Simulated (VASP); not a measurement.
Given:

```
La
1.0
    1.90148    -3.29346     0.00000
    1.90148     3.29346     0.00000
    0.00000     0.00000    12.30965
La
4
Direct
  0.00000   0.00000   0.50000
  0.00000   0.00000   0.00000
  0.33333   0.66667   0.25000
  0.66667   0.33333   0.75000
```

Computed with revPBE GGA, VASP's PBE PAW potentials (set 64) (plane waves; VASP). Run with 520 eV cut-off, 10×10×3 Γ-centred mesh, tetrahedra with Blöchl corrections, potentials La.

**Question.** What does the run give for the energy per atom (σ→0), band gap (on the k-mesh) with the smallest direct gap where there is one?

**Answer.** 
```
Quantity                                                    Result
------------------------  ----------------------------------------
band gap (on the k-mesh)  none (metal, semimetal or under 0.01 eV)
energy per atom (σ→0)                               -4609 meV/atom
```

Total energies compare only between runs with the same potentials, cut-off and functional.

The compound is La in the dhcp structure. It was relaxed first.
